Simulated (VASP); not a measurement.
**BaHW: single point with PBE**

BaHW:

```
CELL_PARAMETERS angstrom
4.13877 0.00000 0.00000
0.00000 4.13877 0.00000
0.00000 0.00000 6.74879
ATOMIC_POSITIONS crystal
W 0.25000 0.25000 0.65560
W 0.75000 0.75000 0.34440
Ba 0.25000 0.25000 0.19600
Ba 0.75000 0.75000 0.80400
H 0.75000 0.25000 0.00000
H 0.25000 0.75000 0.00000
```

The cell was built by a generator and needn't be a form met in nature.

```
Program             : VASP 6.6.1
Task                : single point
Functional          : PBE
Potentials or basis : VASP PAW PBE potentials, release 64 (W_sv, Ba_sv, H)
Cutoff              : 520 eV
k mesh              : 6 × 6 × 4
Occupations         : fermi-dirac, width 0.1 eV
Spin                : no spin polarisation
```

| Item | Value |
| --- | --- |
| Largest force | 1.926 eV/Å |
| Band gap on the k mesh | none (metal or under the smearing width) |

Forces in eV/Å, atoms in the order of the input:
```
W    0.000  0.000 -1.926
W    0.000  0.000  1.926
Ba   0.000  0.000 -0.116
Ba   0.000  0.000  0.116
H    0.000  0.000  0.000
H    0.000  0.000  0.000
```

Levels at points of the mesh, in eV from the Fermi level:
| k point | band 22 | band 23 | band 24 | band 25 | band 26 | band 27 | band 28 | band 29 | band 30 | band 31 |
| --- | --- | --- | --- | --- | --- | --- | --- | --- | --- | --- |
| (0.00, 0.00, 0.00) | -1.36 | -1.32 | -1.07 | -1.07 | -0.94 | -0.34 | -0.21 | 0.57 | 0.57 | 3.46 |
| (0.50, 0.00, 0.00) | -1.34 | -1.33 | -1.33 | 0.34 | 0.34 | 0.45 | 0.45 | 0.98 | 0.98 | 2.04 |
| (0.50, 0.50, 0.00) | -1.08 | -0.27 | -0.27 | -0.04 | -0.04 | 0.62 | 0.62 | 0.77 | 0.77 | 2.16 |
| (0.00, 0.00, 0.50) | -0.81 | -0.81 | -0.67 | -0.46 | -0.22 | -0.12 | 0.27 | 0.77 | 0.77 | 0.80 |
| (0.50, 0.00, 0.50) | -0.91 | -0.28 | -0.28 | -0.22 | -0.22 | -0.21 | -0.21 | 0.83 | 0.83 | 2.62 |
| (0.50, 0.50, 0.50) | -2.05 | -0.64 | -0.64 | 0.25 | 0.25 | 0.77 | 0.77 | 0.90 | 0.90 | 1.84 |

Wall time 3 min on 1 thread of Intel(R) Xeon(R) 6975P-C (Granite Rapids) (shared host), peak memory 0.29 GiB.

Caveat: the cell carries a net charge on a neutralising background, which shifts energy and pressure; the cell is charged against a uniform background, so pressure and absolute levels hang on convention; forces of over 1 eV/Å show positions far from the minimum, so gaps and moduli don't describe the material at rest. The run has no spin-orbit coupling, so splittings on Ba, W are missing.
